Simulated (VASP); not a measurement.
Write the native input for VASP 6.6.1 that does the following.

- Task: single point
- Functional: PBE
- Potentials or basis: VASP PAW PBE potentials, release 64 (Rh_pv)
- Cutoff: 520 eV
- k mesh: 36 × 36 × 36
- Occupations: fermi-dirac, width 0.1 eV
- Spin: no spin polarisation
- Further INCAR settings: ALGO = Normal; EDIFF = 1e-07; NBANDS = 14

The structure of Rh lies in POSCAR:

```
Rh
1.0
    0.0000000000      1.9015000000      1.9015000000
    1.9015000000      0.0000000000      1.9015000000
    1.9015000000      1.9015000000      0.0000000000
Rh
1
Direct
    0.0000000000      0.0000000000      0.0000000000
```

One way to write it, as run:

INCAR

```
SYSTEM = Rh
PREC     = Accurate       ! precision mode
ENCUT    = 520            ! plane-wave cutoff, eV
EDIFF    = 1E-7           ! SCF threshold, eV
ISMEAR   = -1             ! smearing method
SIGMA    = 0.1            ! smearing width, eV
LREAL    = .False.        ! projectors in reciprocal space
LASPH    = .True.         ! aspherical terms in the spheres
NELM     = 100            ! most SCF steps
ALGO     = Normal         ! electronic algorithm
ISIF     = 2              ! what is computed and relaxed
LWAVE    = .False.        ! write WAVECAR
LCHARG   = .False.        ! write CHGCAR
GGA      = PE             ! functional
NBANDS   = 14             ! bands
```

KPOINTS

```
Automatic mesh
0
Gamma
  36 36 36
  0 0 0
```

Potentials or basis: VASP PAW PBE potentials, release 64 (Rh_pv).

Run with:

```console
$ cat potpaw_PBE.64/Rh_pv/POTCAR > POTCAR
$ mpirun -np 1 vasp_std > vasp.out
```

It gave:

```yaml
Pressure: 6.2 GPa
Band_gap_on_the_k_mesh: none (metal or under the smearing width)
```

Run time: 68 s on 1 thread of Intel(R) Xeon(R) 6975P-C (Granite Rapids), on a shared host, peak memory 0.31 GiB.
